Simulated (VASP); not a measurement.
Crystal: TiTe2.

```
CELL_PARAMETERS angstrom
3.77700 0.00000 0.00000
-1.88850 3.27098 0.00000
0.00000 0.00000 6.49800
ATOMIC_POSITIONS crystal
Ti 0.00000 0.00000 0.00000
Te 0.66667 0.33333 0.26280
Te 0.33333 0.66667 0.73720
```

- Program: VASP 6.6.1
- Task: relaxation of cell and atoms
- Functional: PBE
- Potentials or basis: VASP PAW PBE potentials, release 64 (Ti_sv, Te)
- Cutoff: 600 eV
- k mesh: 12 × 12 × 6
- Occupations: methfessel-paxton, width 0.1 eV
- Spin: no spin polarisation

At the start: pressure 0.9 GPa; volume 26.76 Å³/atom.

**Question.** How do energy, volume and symmetry change on relaxing?

**Answer.** Over 13 steps the energy falls by 4.7 meV/atom and the volume is 28.00 Å³/atom (+4.6 %); space group P-3m1 (No. 164, to 0.05 Å).

The path:
| step | energy change (eV) | largest force (eV/Å) | pressure (GPa) | volume (Å³) |
| --- | --- | --- | --- | --- |
| 1 | 0.0000 | 0.0392 | 0.89 | 80.28 |
| 2 | -0.0033 | 0.1852 | -0.53 | 82.02 |
| 3 | -0.0042 | 0.1163 | -0.10 | 81.47 |
| 4 | -0.0062 | 0.1075 | -0.06 | 81.59 |
| 5 | -0.0101 | 0.0840 | 0.11 | 81.95 |
| 6 | -0.0091 | 0.0477 | 0.52 | 82.62 |
| 7 | -0.0111 | 0.0638 | 0.28 | 82.26 |
| 8 | -0.0127 | 0.0744 | -0.02 | 83.10 |
| 9 | -0.0132 | 0.0819 | -0.18 | 83.62 |
| 10 | -0.0129 | 0.0967 | -0.51 | 84.65 |
| 11 | -0.0133 | 0.0854 | -0.27 | 83.89 |
| 12 | -0.0141 | 0.0151 | 0.08 | 84.02 |
| 13 | -0.0141 | 0.0016 | 0.03 | 84.00 |

Final structure:
```
Ti Te
1.0
     3.77066    0.00000    0.00000
    -1.88533    3.26548    0.00000
     0.00000    0.00000    6.82188
Ti Te
1 2
Direct
  0.00000 0.00000 0.00000
  0.66667 0.33333 0.25342
  0.33333 0.66667 0.74658
```

Caveat: this functional lacks dispersion, which binds the layers, so the pressure and a relaxed spacing across them are unreliable.
